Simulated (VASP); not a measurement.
```yaml
crystal:
  lattice:
    - [0.00000, 3.07831, 3.07831]
    - [3.07831, 0.00000, 3.07831]
    - [12.30279, 12.30279, 0.01046]
  atoms:
    - { symbol: Ga, position: [0.00008, 0.00008, 0.99994] }
    - { symbol: Sb, position: [0.25158, 0.25158, 0.06132] }
    - { symbol: Sb, position: [0.25047, 0.25047, 0.31215] }
    - { symbol: Sb, position: [0.24968, 0.24968, 0.56274] }
    - { symbol: Sb, position: [0.24864, 0.24864, 0.81352] }
    - { symbol: Al, position: [0.00085, 0.00085, 0.24936] }
    - { symbol: Al, position: [0.99996, 0.99996, 0.50003] }
    - { symbol: Al, position: [0.99874, 0.99874, 0.75095] }
```

The numbers are results of PBEsol GGA, VASP's PBE PAW potentials (set 64) (plane waves; VASP 6.6.1), not measurements. Numerical set-up: 400 eV cut-off, 7×7×2 Γ-centred mesh, tetrahedra with Blöchl corrections, potentials Ga_d Sb Al.

The cores are frozen, which limits the accuracy of field gradients.

Task: Give the principal components of the electric field gradient (V/Å²) and the asymmetry η at each nucleus.

Result: 
| atom | Vxx | Vyy | Vzz | η |
|---|---|---|---|---|
| Ga1 | 0.6 | 0.6 | -1.2 | 0.01 |
| Sb2 | 31.3 | 31.3 | -62.7 | 0.00 |
| Sb3 | -2.3 | -2.3 | 4.6 | 0.00 |
| Sb4 | -2.7 | -2.7 | 5.4 | 0.00 |
| Sb5 | -28.0 | -28.0 | 56.1 | 0.00 |
| Al6 | 0.3 | 0.3 | -0.6 | 0.00 |
| Al7 | -0.2 | -0.2 | 0.4 | - |
| Al8 | -0.6 | -0.6 | 1.1 | 0.00 |

The structure was generated: Al3GaSb4 was put into an ordered model structure (R3m), which need not be its known phase. It was relaxed first.
